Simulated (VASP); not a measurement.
Computed with PBE GGA, VASP's PBE PAW potentials (set 64) (plane waves; VASP).

A VASP calculation is set up with these files.

### KPOINTS
```
Automatic
0
G
10 10 10
0 0 0
```

### INCAR
```
ALGO = Normal
EDIFF = 1E-7
ENCUT = 520
GGA = PE
ISIF = 2
ISMEAR = -5
ISPIN = 2
LASPH = .True.
LCHARG = .True.
LMAXMIX = 4
LORBIT = 11
LREAL = .False.
LWAVE = .False.
MAGMOM = 1.4 -1.4 2*0.0
NEDOS = 601
NELM = 100
PREC = Accurate
SYSTEM = NiO
```

**POSCAR**
```
NiO
1
    4.1866556908     2.0890034039     2.0890034039
    2.0890034039     4.1866556908     2.0890034039
    2.0890034039     2.0890034039     4.1866556908
Ni O
2 2
Direct
  0.0000000000   0.0000000000   0.0000000000
  0.5000000000   0.5000000000   0.5000000000
  0.2500000000   0.2500000000   0.2500000000
  0.7500000000   0.7500000000   0.7500000000
```

POTCAR, in this order: Ni O (PBE.64 set). Program: vasp_std.

What VASP printed:

File OUTCAR:
```
 ion  position               nearest neighbor table
   1  0.000  0.000  0.000-   4 2.10   4 2.10   4 2.10   3 2.10   3 2.10   3 2.10   2 2.96   2 2.96
                             2 2.96   2 2.96   2 2.96   2 2.96
   2  0.500  0.500  0.500-   3 2.10   3 2.10   3 2.10   4 2.10   4 2.10   4 2.10   1 2.96   1 2.96
                             1 2.96   1 2.96   1 2.96   1 2.96
   3  0.250  0.250  0.250-   1 2.10   1 2.10   1 2.10   2 2.10   2 2.10   2 2.10
   4  0.750  0.750  0.750-   2 2.10   2 2.10   2 2.10   1 2.10   1 2.10   1 2.10
  LATTYP: Found a trigonal (rhomboedric) cell.
 ALAT       =     5.1240566270
 COS(alpha) =     0.8324134507
 Subroutine PRICEL returns following result:
  LATTYP: Found a trigonal (rhomboedric) cell.
 ALAT       =     2.9604157879
 COS(alpha) =     0.4979331161
 Subroutine GETGRP returns: Found 12 space group operations
The static configuration has the point symmetry D_3d.
The dynamic configuration has the point symmetry D_3d.
The overall configuration has the point symmetry D_3d.
 Subroutine INISYM returns: Found 12 space group operations
 Subroutine IBZKPT returns following result:
 Found    116 irreducible k-points:

 Following reciprocal coordinates:
            Coordinates               Weight
  0.000000  0.000000  0.000000      1.000000
  0.100000 -0.000000 -0.000000      6.000000
  0.200000 -0.000000 -0.000000      6.000000
  0.300000 -0.000000 -0.000000      6.000000
  0.400000 -0.000000 -0.000000      6.000000
  0.500000 -0.000000 -0.000000      3.000000
  0.100000  0.100000 -0.000000      6.000000
  0.200000  0.100000 -0.000000     12.000000
  0.300000  0.100000  0.000000     12.000000
  0.400000  0.100000 -0.000000     12.000000
  0.500000  0.100000 -0.000000     12.000000
 -0.400000  0.100000  0.000000     12.000000
 -0.300000  0.100000 -0.000000     12.000000
 -0.200000  0.100000  0.000000     12.000000
 -0.100000  0.100000  0.000000      6.000000
  0.200000  0.200000 -0.000000      6.000000
...
```

**OSZICAR**
```
       N       E                     dE             d eps       ncg     rms          rms(c)
DAV:   1     0.257481899611E+03    0.25748E+03   -0.15858E+04  9416   0.210E+03
DAV:   2     0.304049734280E+01   -0.25444E+03   -0.23796E+03  9592   0.408E+02
DAV:   3    -0.266715659055E+02   -0.29712E+02   -0.28269E+02 10632   0.157E+02
DAV:   4    -0.276342028759E+02   -0.96264E+00   -0.95624E+00 10412   0.305E+01
DAV:   5    -0.276621481323E+02   -0.27945E-01   -0.27962E-01 11016   0.486E+00    0.203E+01
DAV:   6    -0.249088823959E+02    0.27533E+01   -0.45769E+01 14012   0.111E+02    0.219E+01
DAV:   7    -0.233407468286E+02    0.15681E+01   -0.74278E+00 11956   0.840E+01    0.931E+00
DAV:   8    -0.235507900042E+02   -0.21004E+00   -0.22441E+00 10480   0.131E+01    0.610E+00
DAV:   9    -0.234691596160E+02    0.81630E-01   -0.20236E-01 15128   0.124E+01    0.175E+00
DAV:  10    -0.234874573353E+02   -0.18298E-01   -0.76591E-02 13084   0.436E+00    0.853E-01
DAV:  11    -0.234868886395E+02    0.56870E-03   -0.17256E-02 14912   0.359E+00    0.155E-01
DAV:  12    -0.234873099943E+02   -0.42135E-03   -0.39889E-03 10112   0.575E-01    0.113E-01
DAV:  13    -0.234872321717E+02    0.77823E-04   -0.32876E-04 13788   0.195E-01    0.496E-02
DAV:  14    -0.234872445068E+02   -0.12335E-04   -0.13723E-04 12972   0.203E-01    0.355E-02
DAV:  15    -0.234872410965E+02    0.34103E-05   -0.25974E-05 13368   0.801E-02    0.102E-02
DAV:  16    -0.234872413245E+02   -0.22802E-06   -0.41002E-06 13248   0.292E-02    0.300E-03
DAV:  17    -0.234872412464E+02    0.78060E-07   -0.23015E-07  7344   0.895E-03
   1 F= -.23487241E+02 E0= -.23487241E+02  d E =0.000000E+00  mag=     0.0000
```

OUTCAR:
```
------------------------ aborting loop because EDIFF is reached ----------------------------------------
  FORCE on cell =-STRESS in cart. coord.  units (eV):
  Direction    XX          YY          ZZ          XY          YZ          ZX
  --------------------------------------------------------------------------------------
  Total        0.0133305      0.0133305      0.0133305     -0.0285710     -0.0285710     -0.0285710
  in kB        0.5802852      0.5802852      0.5802852     -1.2437125     -1.2437125     -1.2437125
  external PRESSURE =       0.5802852 kB  Pullay stress =       0.0000000 kB
  volume of cell :       36.81
      direct lattice vectors                 reciprocal lattice vectors
     4.186655691  2.089003404  2.089003404     0.357665805 -0.119057628 -0.119057628
     2.089003404  4.186655691  2.089003404    -0.119057628  0.357665805 -0.119057628
     2.089003404  2.089003404  4.186655691    -0.119057628 -0.119057628  0.357665805
 POSITION                                       TOTAL-FORCE (eV/Angst)
 -----------------------------------------------------------------------------------
      0.00000      0.00000      0.00000         0.000000      0.000000     -0.000000
      4.18233      4.18233      4.18233         0.000000     -0.000000      0.000000
      2.09117      2.09117      2.09117        -0.000000     -0.000000      0.000000
      6.27350      6.27350      6.27350        -0.000000     -0.000000      0.000000
 -----------------------------------------------------------------------------------
    total drift:                                0.000000     -0.000000     -0.000000
  FREE ENERGIE OF THE ION-ELECTRON SYSTEM (eV)
  ---------------------------------------------------
  free  energy   TOTEN  =       -23.4872412464 eV

  energy  without entropy=      -23.4872412464  energy(sigma->0) =      -23.48724125

 total charge

# of ion       s       p       d       tot
------------------------------------------
    1        0.326   0.394   8.258   8.978
    2        0.326   0.394   8.258   8.978
    3        1.562   3.405   0.000   4.967
    4        1.562   3.405   0.000   4.967
--------------------------------------------------
tot          3.776   7.598  16.515  27.889

 magnetization (x)

# of ion       s       p       d       tot
------------------------------------------
    1       -0.009  -0.013   1.372   1.349
    2        0.009   0.013  -1.372  -1.349
    3        0.000   0.000   0.000   0.000
    4        0.000   0.000   0.000   0.000
--------------------------------------------------
tot          0.000   0.000   0.000   0.000
```
(Selected blocks of OUTCAR.)

**OUTCAR**
```
 val. band max:        7.2067672852   @ k =   0.3000   0.3000   0.1000

 cond. band min:       8.1338044385   @ k =   0.5000   0.3000   0.3000


 Fermi energy:         7.2086490922

 spin component 1

 k-point     1 :       0.0000    0.0000    0.0000
  band No.  band energies     occupation
      1     -12.3652      1.00000
      2     -10.9936      1.00000
      3      -0.2079      1.00000
      4       2.3292      1.00000
      5       2.3292      1.00000
      6       4.9648      1.00000
      7       4.9648      1.00000
      8       4.9930      1.00000
      9       5.3748      1.00000
     10       5.3748      1.00000
     11       5.4794      1.00000
     12       5.7040      1.00000
     13       5.7041      1.00000
     14       6.6265      1.00000
     15       6.6266      1.00000
     16       6.9016      1.00000
     17       9.2563      0.00000
     18       9.2565      0.00000
     19       9.3790      0.00000
     20      13.3782      0.00000

 k-point     2 :       0.1000   -0.0000   -0.0000
  band No.  band energies     occupation
      1     -12.2631      1.00000
      2     -10.9772      1.00000
      3      -0.0336      1.00000
      4       2.2749      1.00000
      5       2.3578      1.00000
      6       3.9498      1.00000
      7       4.5229      1.00000
      8       4.5273      1.00000
      9       5.4251      1.00000
     10       5.6870      1.00000
     11       5.7079      1.00000
     12       5.8128      1.00000
     13       6.1775      1.00000
     14       6.6713      1.00000
     15       6.7076      1.00000
     16       6.8861      1.00000
     17       8.9165      0.00000
     18       9.1920      0.00000
     19      10.0555      0.00000
     20      13.9905      0.00000

 k-point     3 :       0.2000   -0.0000   -0.0000
  band No.  band energies     occupation
      1     -11.9829      1.00000
      2     -10.9329      1.00000
      3       0.4323      1.00000
...
```

The compound is NiO in the rock salt, AFM-II order structure. It was relaxed first.
